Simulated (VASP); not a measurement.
A run of VASP 6.6.1 is set up as follows.

File INCAR:

```
SYSTEM = Ni
ALGO = Normal
EDIFF = 1E-7
EDIFFG = -0.002
ENCUT = 520
GGA = PS
IBRION = 2
ISIF = 3
ISMEAR = 0
ISPIN = 2
LASPH = .True.
LCHARG = .False.
LMAXMIX = 4
LORBIT = 11
LREAL = .False.
LWAVE = .False.
MAGMOM = 0.8
NELM = 100
NSW = 80
PREC = Accurate
SIGMA = 0.1
```

Contents of KPOINTS:

```
k-points
0
Gamma
  20 20 20
  0 0 0
```

POSCAR

```
Ni
1.0
    0.0000000000      1.7619350000      1.7619350000
    1.7619350000      0.0000000000      1.7619350000
    1.7619350000      1.7619350000      0.0000000000
Ni
1
Direct
    0.0000000000      0.0000000000      0.0000000000
```

Potentials or basis: VASP PAW PBE potentials, release 64 (Ni).

Command:

```sh
$ cat potpaw_PBE.64/Ni/POTCAR > POTCAR
$ mpirun -np 1 vasp_std > vasp.out
```

Q: Predict the net moment.

A: 0.62 μB per cell.

Q: Estimate the space group after relaxing (to 0.05 Å).

A: Fm-3m (No. 225).

Q: Predict the relaxed cell.

A: a = 2.448 Å, b = 2.448 Å, c = 2.448 Å, α = 60.00°, β = 60.00°, γ = 60.00°.

Q: Estimate the band gap on the k mesh.

A: None (metal or under the smearing width).

Step by step:
| step | energy change (eV) | largest force (eV/Å) | pressure (GPa) | volume (Å³) |
| --- | --- | --- | --- | --- |
| 1 | 0.0000 | 0.0000 | -10.50 | 10.94 |
| 2 | 0.0025 | 0.0000 | 13.76 | 9.84 |
| 3 | -0.0193 | 0.0000 | -0.09 | 10.38 |
| 4 | -0.0193 | 0.0000 | 0.16 | 10.37 |
| 5 | -0.0193 | 0.0000 | -0.15 | 10.39 |
| 6 | -0.0193 | 0.0000 | 0.02 | 10.38 |

Caveat: the PAW data sets were made with another functional, which shifts forces and pressure a little.
